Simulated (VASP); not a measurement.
# Ga2B in VASP: notebook, part 2 of 2

VASP 6.6.1.

### 3 Single point, PBEsol

This run uses another cell than the first one, of 16.70 Å³/atom, 1.161 times its volume.

Contents of INCAR:

```
PREC = Accurate ; ENCUT = 520
EDIFF = 1E-7 ; ISMEAR = -1
SIGMA = 0.0302 ; LREAL = False
LASPH = True ; NELM = 100
ALGO = Fast ; ISIF = 2
LWAVE = False ; LCHARG = False
GGA = PS ; NBANDS = 38
```

Contents of KPOINTS:

```
Automatic mesh
0
Gamma
  5 5 3
  0.5 0 0.5
```

Contents of POSCAR:

```
Ga2B
1.0
    4.1810720100      0.0818563800      0.0598211500
   -2.0196457400      3.5418555500     -0.0840707100
    0.0961722600     -0.1005393200      6.6944328600
B Ga
2 4
Direct
    0.9323180000      0.0068860000      0.2598980000
    0.9836610000      0.9862820000      0.7310180000
    0.3192880000      0.6145190000      0.4293670000
    0.6576640000      0.4342080000      0.9830710000
    0.2872780000      0.6368380000      0.0460510000
    0.6554910000      0.3388040000      0.5573440000
```

Potentials or basis: VASP PAW PBE potentials, release 64 (B, Ga_d).

On the command line:

```bash
> cat potpaw_PBE.64/B/POTCAR potpaw_PBE.64/Ga_d/POTCAR > POTCAR
> mpirun -np 1 vasp_std > vasp.out
```

OUTCAR:

```text
PREC = Accurate
   ENCUT = 520
   EDIFF = 1E-7
   ISMEAR = -1
   LREAL = False
   LASPH = True
   NELM = 100
   ISIF = 2
   GGA = PS

 ion  position               nearest neighbor table
   1  0.932  0.007  0.260-   3 2.47   3 2.55
   2  0.984  0.986  0.731-
   3  0.319  0.615  0.429-   6 2.37   1 2.47   1 2.55   6 2.58   5 2.58   6 2.71
   4  0.658  0.434  0.983-   5 2.10   5 2.40   6 2.86   5 2.90
   5  0.287  0.637  0.046-   4 2.10   4 2.40   3 2.58   4 2.90
   6  0.655  0.339  0.557-   3 2.37   3 2.58   3 2.71   4 2.86

  LATTYP: Found a triclinic cell.
 ALAT       =     4.0780850330
 B/A-ratio  =     1.0346611003
 C/A-ratio  =     1.6419173270
 COS(alpha) =     0.0112835893
 COS(beta)  =     0.0407646898
 COS(gamma) =     0.4923159131

  Lattice vectors:

 A1 = (  -2.0196457400,   3.5418555500,  -0.0840707100)
 A2 = (   2.1614262700,   3.6237119300,  -0.0242495600)
 A3 = (  -0.0961722600,   0.1005393200,  -6.6944328600)

Analysis of symmetry for initial positions (statically):
=====================================================================
 Subroutine PRICEL returns:
 Original cell was already a primitive cell.

 Routine SETGRP: Setting up the symmetry group for a
 triclinic supercell.

 Subroutine GETGRP returns: Found  1 space group operations
 (whereof  1 operations were pure point group operations)
 out of a pool of  2 trial point group operations.

The static configuration has the point symmetry C_1 .

Analysis of symmetry for dynamics (positions and initial velocities):
=====================================================================
 Subroutine PRICEL returns:
 Original cell was already a primitive cell.

 Routine SETGRP: Setting up the symmetry group for a
 triclinic supercell.

 Subroutine GETGRP returns: Found  1 space group operations
 (whereof  1 operations were pure point group operations)
 out of a pool of  2 trial point group operations.

The dynamic configuration has the point symmetry C_1 .

 Subroutine INISYM returns: Found  1 space group operations
 (whereof  1 operations are pure point group operations),
 and found     1 'primitive' translations

----------------------------------------------------------------------------------------

                                     Primitive cell

  volume of cell :     100.1987

  direct lattice vectors                    reciprocal lattice vectors
     4.181072010  0.081856380  0.059821150     0.236552585  0.134855017 -0.001373016
    -2.019645740  3.541855550 -0.084070710    -0.005528978  0.279286582  0.004273852
     0.096172260 -0.100539320  6.694432860    -0.002183258  0.002302307  0.149443793

  length of vectors
     4.182301064  4.078085033  6.695878477     0.272295586  0.279373997  0.149477472

  position of ions in fractional coordinates (direct lattice)
     0.932318000  0.006886000  0.259898000
     0.983661000  0.986282000  0.731018000
     0.319288000  0.614519000  0.429367000
     0.657664000  0.434208000  0.983071000
     0.287278000  0.636838000  0.046051000
     0.655491000  0.338804000  0.557344000

  ion indices of the primitive-cell ions
[... 24 lines left out ...]
     0.054459117  0.055874799  0.049825824

  Shift w.r.t. Gamma in fractional coordinates (k-lattice)
     0.500000000  0.000000000  0.500000000

 Subroutine IBZKPT returns following result:
 ===========================================

 Found     38 irreducible k-points:

 Following reciprocal coordinates:
            Coordinates               Weight
  0.100000  0.000000  0.166667      2.000000
  0.300000  0.000000  0.166667      2.000000
  0.500000 -0.000000  0.166667      2.000000
 -0.300000 -0.000000  0.166667      2.000000
 -0.100000 -0.000000  0.166667      2.000000
  0.100000  0.200000  0.166667      2.000000
[... 16 lines left out ...]
  0.500000 -0.200000  0.166667      2.000000
 -0.300000 -0.200000  0.166667      2.000000
 [... further k-points ...]
   k-points           NKPTS =     38   k-points in BZ     NKDIM =     38   number of bands    NBANDS=     38
   number of dos      NEDOS =    301   number of ions     NIONS =      6
   total plane-waves  NPLWV =  48000
   dimension x,y,z NGX =    32 NGY =   30 NGZ =   50
   dimension x,y,z NGXF=    64 NGYF=   60 NGZF=  100
   ions per type =               2   4
   NGX,Y,Z   is equivalent  to a cutoff of  12.72, 12.23, 12.41 a.u.
   NGXF,Y,Z  is equivalent  to a cutoff of  25.44, 24.46, 24.83 a.u.
 SYSTEM =  unknown system
   PREC   = accura    normal or accurate (medium, high low for compatibility)
   ISTART =      0    job   : 0-new  1-cont  2-samecut
   ICHARG =      2    charge: 1-file 2-atom 10-const
   ISPIN  =      1    spin polarized calculation?
   LNONCOLLINEAR =      F non collinear calculations
   LSORBIT =      F    spin-orbit coupling
   LASPH  =      T    aspherical Exc in radial PAW
   ENCUT  =  520.0 eV  38.22 Ry    6.18 a.u.   7.78  7.58 12.45*2*pi/ulx,y,z
   NELM   =    100;   NELMIN=  2; NELMDL= -5     # of ELM steps
   EDIFF  = 0.1E-06   stopping-criterion for ELM
   LREAL  =      F    real-space projection
   EDIFFG = 0.1E-05   stopping-criterion for IOM
   NSW    =      0    number of steps for IOM
   IBRION =     -1    ionic relax: 0-MD 1-quasi-New 2-CG
   NFREE  =      0    steps in history (QN), initial steepest desc. (CG)
   ISIF   =      2    stress and relaxation
   ISYM   =      2    0-nonsym 1-usesym 2-fastsym
   POTIM  = 0.5000    time-step for ionic-motion
   TEBEG  =    0.0;   TEEND  =   0.0 temperature during run
   PSTRESS=    0.0 pullay stress
   NELECT =      58.0000    total number of electrons
   NUPDOWN=      -1.0000    fix difference up-down
   EMIN   =  10.00;   EMAX   =-10.00  energy-range for DOS
   EFERMI =   0.00;   METHOD = LEGACY
   ISMEAR =    -1;   SIGMA  =   0.03  broadening in eV -4-tet -1-fermi 0-gaus
   EFERMI_NEDOS =   21; number of points for ismear=-14 and -15
   IALGO  =     68    algorithm
   IMIX   =      4    mixing-type and parameters
     AMIX     =   0.40;   BMIX     =  1.00
     AMIX_MAG =   1.60;   BMIX_MAG =  1.00
  volume/ion in A,a.u.               =      16.70       112.70
  Fermi-wavevector in a.u.,A,eV,Ry     =   1.364364  2.578273 25.327083  1.861488
  Thomas-Fermi vector in A             =   2.490686
   LORBIT       =      0    0 simple, 1 ext, 2 COOP (PROOUT), +10 PAW based schemes
   GGA     = PS    functional components
   LHFCALC =     F    Hartree Fock is set to
   AEXX    =    0.0000 exact exchange contribution
   IVDW    =     0    specifies the selected vdW correction
   LEPSILON=     F    determine dielectric tensor
   LRPA    =     F    only Hartree local field effects (RPA)
 non-spin polarized calculation
 RMM-DIIS sequential band-by-band and
  energy-cutoff  :      520.00
  volume of cell :      100.20
 maximum number of plane-waves:      2720
   NGX = 15   NGY = 15   NGZ = 25

 number of electron      58.0000005 magnetization

 Free energy of the ion-electron system (eV)
  ---------------------------------------------------
  ext. energy  EPLUGINS =         0.00000000
  ---------------------------------------------------
  free energy    TOTEN  =       -20.04198468 eV

  energy without entropy =      -20.03516621  energy(sigma->0) =      -20.03857545

 E-fermi :   4.5221     XC(G=0): -10.7965

 val. band max:        4.4914550654   @ k =  -0.1000   0.4000   0.5000
 cond. band min:       4.5480005072   @ k =  -0.1000  -0.4000   0.1667
 fundamental gap:      0.0565454419
 Fermi energy:         4.5221393268

 k-point     1 :       0.1000    0.0000    0.1667
  band No.  band energies     occupation
      1     -11.1739      2.00000
      2     -10.8243      2.00000
      3     -10.7061      2.00000
      4     -10.5934      2.00000
      5     -10.5779      2.00000
      6     -10.5236      2.00000
[... 973 lines left out ...]
     37      10.5257      0.00000
     38      10.9838      0.00000

 [... further k-points ...]
[... 5 lines left out ...]
  --------------------------------------------------------------------------------------
  -------------------------------------------------------------------------------------
  Total        4.7338263     -6.3342325     -2.5448191     -3.0553431     -0.0460396     -0.4764588
  in kB       75.6938874   -101.2843833    -40.6916600    -48.8549384     -0.7361737     -7.6185763
  external PRESSURE =     -22.0940520 kB  Pullay stress =       0.0000000 kB

 VOLUME and BASIS-vectors are now :
 -----------------------------------------------------------------------------
  energy-cutoff  :      520.00
  volume of cell :      100.20
      direct lattice vectors                 reciprocal lattice vectors
     4.181072010  0.081856380  0.059821150     0.236552585  0.134855017 -0.001373016
    -2.019645740  3.541855550 -0.084070710    -0.005528978  0.279286582  0.004273852
     0.096172260 -0.100539320  6.694432860    -0.002183258  0.002302307  0.149443793

 POSITION                                       TOTAL-FORCE (eV/Angst)
 -----------------------------------------------------------------------------------
      3.90918      0.07458      1.79506        -0.242886      0.083317      0.174292
      2.19112      3.50029      4.86968         0.095914     -0.124640     -0.447262
      0.13515      2.15951      2.84181        -0.658118      0.434090     -0.313450
      1.96734      1.49290      6.58394         3.396741     -1.464564     -1.339786
     -0.08063      2.27447      0.27193        -3.487057      1.736366      0.708691
      2.10999      1.19762      3.74183         0.895406     -0.664570      1.217515
 -----------------------------------------------------------------------------------
    total drift:                                0.000309     -0.001049      0.001170

  FREE ENERGIE OF THE ION-ELECTRON SYSTEM (eV)
  ---------------------------------------------------
  free  energy   TOTEN  =       -20.0419846849 eV

  energy  without entropy=      -20.0351662102  energy(sigma->0) =      -20.03857545
```

OSZICAR:

```text
N       E                     dE             d eps       ncg     rms          rms(c)
DAV:   1     0.450700709429E+03    0.45070E+03   -0.27516E+04  2980   0.266E+03
DAV:   2     0.424557095413E+02   -0.40824E+03   -0.39665E+03  2950   0.587E+02
DAV:   3    -0.175642647824E+02   -0.60020E+02   -0.58660E+02  3248   0.164E+02
DAV:   4    -0.203021549269E+02   -0.27379E+01   -0.26874E+01  3574   0.360E+01
DAV:   5    -0.203684896871E+02   -0.66335E-01   -0.66200E-01  3392   0.550E+00    0.312E+00
RMM:   6    -0.200972081479E+02    0.27128E+00   -0.52655E-01  3975   0.614E+00    0.161E+00
RMM:   7    -0.200536710531E+02    0.43537E-01   -0.84846E-02  4078   0.191E+00    0.742E-01
RMM:   8    -0.200433928497E+02    0.10278E-01   -0.28537E-02  4801   0.959E-01    0.231E-01
RMM:   9    -0.200421496399E+02    0.12432E-02   -0.36124E-03  4159   0.465E-01    0.796E-02
RMM:  10    -0.200419782754E+02    0.17136E-03   -0.94834E-04  4873   0.196E-01    0.197E-02
RMM:  11    -0.200419792943E+02   -0.10188E-05   -0.15169E-04  4183   0.924E-02    0.880E-03
RMM:  12    -0.200419833792E+02   -0.40849E-05   -0.44083E-05  4952   0.455E-02    0.241E-03
RMM:  13    -0.200419844587E+02   -0.10795E-05   -0.92924E-06  4977   0.191E-02    0.894E-04
RMM:  14    -0.200419846590E+02   -0.20030E-06   -0.16977E-06  4090   0.793E-03    0.477E-04
RMM:  15    -0.200419846849E+02   -0.25961E-07   -0.43812E-07  2957   0.466E-03
   1 F= -.20041985E+02 E0= -.20038575E+02  d E =-.681847E-02
```

Wall time 72 s (1 thread of Intel Xeon Platinum 8559C (Emerald Rapids), shared host); peak memory 0.26 GiB.

Results:

```yaml
Free_energy: -20.0420 eV
Pressure: -2.2 GPa
Largest_force: 3.959 eV/Å
Band_gap_on_the_k_mesh: none (metal or under the smearing width)
```

Forces on the atoms (eV/Å):
```
B   -0.243  0.083  0.174
B    0.096 -0.125 -0.447
Ga  -0.658  0.434 -0.313
Ga   3.397 -1.465 -1.340
Ga  -3.487  1.736  0.709
Ga   0.895 -0.665  1.218
```

Stress tensor (GPa, compression positive):
```
  7.57  -4.89  -0.76
 -4.89 -10.13  -0.07
 -0.76  -0.07  -4.07
```

Caveat: the PAW data sets were made with another functional, which shifts forces and pressure a little.
